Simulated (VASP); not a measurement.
TiRuN2: single point with r2SCAN

The system is TiRuN2.

```
Ti Ru N
1.0
     3.02469    0.00000    0.00000
     0.00000    3.02469    0.00000
     0.00000    0.00000    4.27307
Ti Ru N
1 1 2
Direct
  0.50000 0.50000 0.50000
  0.00000 0.00000 0.00000
  0.50000 0.50000 0.00000
  0.00000 0.00000 0.50000
```

The cell was built by a generator and needn't be a form met in nature.

- Program: VASP 6.6.1
- Task: single point
- Functional: r2SCAN
- Potentials or basis: VASP PAW PBE potentials, release 64 (Ti_sv, Ru_pv, N)
- Cutoff: 520 eV
- k mesh: 12 × 12 × 8
- Occupations: gaussian, width 0.1 eV
- Spin: no spin polarisation
- Further INCAR settings: ALGO = Normal; EDIFF = 1e-06; NBANDS = 26

* Pressure: -2.3 GPa
* Band gap on the k mesh: none (metal or under the smearing width)

Stress tensor (GPa, compression positive):
```
-1.73  0.00  0.00
 0.00 -1.73  0.00
 0.00  0.00 -3.51
```

Levels at points of the mesh, in eV from the Fermi level:
```
           k point  band 15  band 16  band 17  band 18  band 19  band 20  band 21  band 22
(0.00, 0.00, 0.00)    -2.30    -2.24    -2.24    -2.24    -1.28    -1.21    -0.80     1.25
(0.50, 0.00, 0.00)    -5.20    -1.55    -0.41     0.37     1.02     1.52     1.72     1.76
(0.50, 0.50, 0.00)    -3.44    -3.44    -3.37    -0.15     0.08     0.73     1.57     1.57
(0.00, 0.00, 0.50)    -3.45    -3.45    -1.77    -1.17     0.15     0.15     1.09     1.88
(0.50, 0.00, 0.50)    -5.70    -0.46    -0.29     0.29     1.62     2.06     2.18     5.48
(0.50, 0.50, 0.50)    -5.50    -0.77    -0.77     0.08     1.00     1.00     1.52     2.39
```

Wall time 95 s on 4 MPI ranks on Intel(R) Xeon(R) Platinum 8259CL CPU @ 2.50GHz (Skylake/Cascade Lake) (shared host), peak memory 0.26 GiB a rank.

Caveat: the PAW data sets were made with another functional, which shifts forces and pressure a little.
